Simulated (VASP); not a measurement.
LiTiNCl, 8 atoms in the cell. The typed cell holds 8 atoms: a = 3.375 Å, b = 4.111 Å, c = 8.125 Å, α = 90.00°, β = 90.00°, γ = 90.00°. The cell comes from a database or a generator and needn't be the stable form of this composition. The cell isn't the ideal one: atoms moved at random, drawn with an rms of 0.05 Å.

| Quantity | Value |
| --- | --- |
| Program | VASP 6.6.1 |
| Task | single point |
| Functional | PBE |
| Potentials or basis | VASP PAW PBE potentials, release 64 (Ti_sv, Cl, N, Li_sv) |
| Cutoff | 520 eV |
| k mesh | 8 × 7 × 4 |
| Occupations | fermi-dirac, width 0.05 eV |
| Spin | no spin polarisation |
| Further INCAR settings | ALGO = Normal; EDIFF = 1e-07; NBANDS = 37 |

Potentials or basis: VASP PAW PBE potentials, release 64 (Ti_sv, Cl, N, Li_sv).

Launch:

```sh
$ cat potpaw_PBE.64/Ti_sv/POTCAR potpaw_PBE.64/Cl/POTCAR potpaw_PBE.64/N/POTCAR potpaw_PBE.64/Li_sv/POTCAR > POTCAR
$ mpirun -np 1 vasp_std > vasp.out
```

Hardware: 1 thread of Intel(R) Xeon(R) Platinum 8488C (Sapphire Rapids) (shared host).

Task: How long does it take, and how much memory?

Result: It took 9.1 min on 1 thread of Intel(R) Xeon(R) Platinum 8488C (Sapphire Rapids), on a shared host, peak memory 0.5 GiB. Counts: scf iterations 18, k points 114.
